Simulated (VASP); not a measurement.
# CdHBrO: harmonic vibrations of a molecule

CdHBrO, molecule in box, 4 atoms in the cell. PBE, harmonic vibrations; PAW potentials O, Cd, Br, H (PBE set).

## Input

INCAR.step1:
```
SYSTEM = CdHBrO
  PREC = Accurate
  ENCUT = 400
  EDIFF = 1E-8
  ISMEAR = 0
  SIGMA = 0.01
  ISYM = 0
  LREAL = .FALSE.
  LASPH = .TRUE.
  NELM = 100
  ALGO = Normal
  LWAVE = .FALSE.
  LCHARG = .FALSE.
  IBRION = 2
  NSW = 60
  ISIF = 2
  EDIFFG = -0.002
  POTIM = 0.5
```

INCAR.step2, as INCAR.step1 but for:
```
- IBRION = 2
- NSW = 60
- ISIF = 2
- EDIFFG = -0.002
- POTIM = 0.5
+ IBRION = 5
+ NFREE = 2
+ POTIM = 0.015
+ NSW = 1
```

KPOINTS:
```
k-points
0
Gamma
  1 1 1
```

POSCAR.step1:
```
CdHBrO
1.0
   14.0000000000      0.0000000000      0.0000000000
    0.0000000000     11.0000000000      0.0000000000
    0.0000000000      0.0000000000     12.0000000000
O Cd Br H
1 1 1 1
Direct
    0.4115321400      0.5857090900      0.4164875000
    0.5165607100      0.5062090900      0.4968958300
    0.6515321400      0.4181090900      0.5891791700
    0.3503250000      0.5509000000      0.4333375000
```

Commands (each step's output is kept before the next begins):
```
cat potpaw_PBE.64/O/POTCAR potpaw_PBE.64/Cd/POTCAR potpaw_PBE.64/Br/POTCAR potpaw_PBE.64/H/POTCAR > POTCAR
cp INCAR.step1 INCAR
cp POSCAR.step1 POSCAR
mpirun -np 4 vasp_gam > vasp.out
cp CONTCAR POSCAR
cp INCAR.step2 INCAR
mpirun -np 4 vasp_gam > vasp.out
```

## Result

- Vibrations (cm⁻¹; a negative value is imaginary): 3729, 816, 568, 249, 107, 99
- Zero-point energy (eV): 0.345
- Translations and rotations, which should read zero (cm⁻¹): -6, -4, -2, 0, 11, 46
- Vibrational entropy at 298 K (meV/K): 0.400
- Displaced cells: 24
- Ionic steps, all stages: 45
- Electronic steps, all stages: 716

VASP 6.6.1 took 795 s on 4 cores (AMD EPYC 7R43 (Zen 3)), a shared host.
